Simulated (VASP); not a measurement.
Consider the following.

```yaml
crystal:
  lattice:
    - [0.00000, 3.03612, 3.03612]
    - [3.03612, 0.00000, 3.03612]
    - [3.03612, 3.03612, 0.00000]
  atoms:
    - { symbol: Cd, position: [0.00000, 0.00000, 0.00000] }
    - { symbol: Se, position: [0.25000, 0.25000, 0.25000] }
```

Computed with TPSS meta-GGA, VASP's PBE PAW potentials (set 64) (plane waves; VASP). Run with 520 eV cut-off, 7×7×7 Γ-centred mesh, Gaussian smearing of 0.050 eV, potentials Cd Se.

Problem. Estimate the energy per atom (σ→0), pressure, band gap (on the k-mesh) with the smallest direct gap where there is one.

Solution. 
The band gap (on the k-mesh) is 0.82 eV, the smallest direct gap (on the k-mesh) is 0.82 eV and the energy per atom (σ→0) is -10.943 eV/atom. The pressure is 32.2 kbar.

Total energies compare only between runs with the same potentials, cut-off and functional.

The compound is CdSe in the zinc blende structure, whereas wurtzite is the usual form. This cell is one point of a volume scan, at 0.94 of the reference volume.
